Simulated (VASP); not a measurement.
Input for VASP

POSCAR:
```
Na2Te
1
    0.0000000000     3.6329800000     3.6329800000
    3.6329800000     0.0000000000     3.6329800000
    3.6329800000     3.6329800000     0.0000000000
Na Te
2 1
Direct
  0.2500000000   0.2500000000   0.2500000000
  0.7500000000   0.7500000000   0.7500000000
  0.0000000000   0.0000000000   0.0000000000
```

INCAR:
```
LCHARG = .FALSE.
LREAL = .FALSE.
LMIXTAU = .TRUE.
EDIFFG = -0.02   ! ionic stop
ENCUT = 400   ! plane-wave cut-off (eV)
EDIFF = 1E-6   ! SCF stop (eV)
METAGGA = R2SCAN
LWAVE = .FALSE.
NELM = 100   ! most electronic steps
PREC = Accurate
SIGMA = 0.05   ! width (eV)
ALGO = Normal   ! blocked Davidson
IBRION = 2
ISMEAR = 0   ! Gaussian
SYSTEM = Na2Te
LMAXMIX = 4   ! l cut-off of mixed one-centre charges
ISIF = 3   ! ions, shape and volume
LASPH = .TRUE.   ! aspherical one-centre terms
NSW = 60   ! most ionic steps
```

File KPOINTS:
```
Automatic
0
Gamma
  5 5 5
```

POTCAR, in this order: Na_pv Te (PBE.64 set). Program: vasp_std.

Q: Translate this r2SCAN calculation to Ansatz.

A: One equivalent input (not run):
Ansatz 0.2 input:
```yaml
crystal:
  lattice:
    - [0.0000000, 3.6329800, 3.6329800]
    - [3.6329800, 0.0000000, 3.6329800]
    - [3.6329800, 3.6329800, 0.0000000]
  atoms:
    - { symbol: Na, position: [0.2500000, 0.2500000, 0.2500000] }
    - { symbol: Na, position: [0.7500000, 0.7500000, 0.7500000] }
    - { symbol: Te, position: [0.0000000, 0.0000000, 0.0000000] }
kpoints:
  mp_grid: { grid: [5, 5, 5] }
hamiltonian:
  xc: r2scan
  pseudopotentials: { kind: paw }
scf:
  occupations: { method: gaussian, width: 0.05 }
  max_iter: 100
relax:
  max_steps: 60
  f_tol: 0.02
  cell: {}
output: { forces: true, stress: true, eigenvalues: true }
```
Limits of the translation: each code has its own PAW files, so the cut-off isn't converted (ENCUT is set for VASP's; basis.ecutwfc is left out, and Ansatz then takes the one that its files recommend); Ansatz stops its SCF on the density residual and VASP on the energy change (EDIFF).

The structure comes from a computed database's Na2Te entry (Fm-3m); how it stands against other phases isn't given here. This run relaxes it. Symmetry was kept, so distortions that lower it aren't found. The start is the result of an earlier pass.
